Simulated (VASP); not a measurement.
Energy against volume of Er (hcp). These are r2SCAN+rVV10, VASP's PBE PAW potentials (set 64) (plane waves; VASP) values and carry that method's errors. Run with 520 eV cut-off, 12×12×7 Γ-centred mesh, first-order Methfessel-Paxton smearing of 0.10 eV, potentials Er_3.

The 4f electrons are frozen in the core of the lanthanide potential, so 4f levels, which can set the real gap, and their magnetism are missing.

Shape and ions are relaxed at each volume.

```
V (Å³/atom)  E (eV/atom)
-----------  -----------
29.453         -33.65543
30.363         -33.66120
31.274         -33.65885
32.185         -33.64932
```

Task: Fit these four points and predict the energy of the run at 28.542 Å³/atom.

Result: A cubic in V^(−2/3), the third-order Birch-Murnaghan form, passes through the four points with V0 = 30.54 Å³/atom and B0 = 47 GPa, and gives -33.6404 eV/atom there. The run gave -33.6405 eV/atom, -0.1 meV/atom from the fit; all five points give B0 = 47 GPa.

The compound is Er in the hcp structure. It was relaxed first.
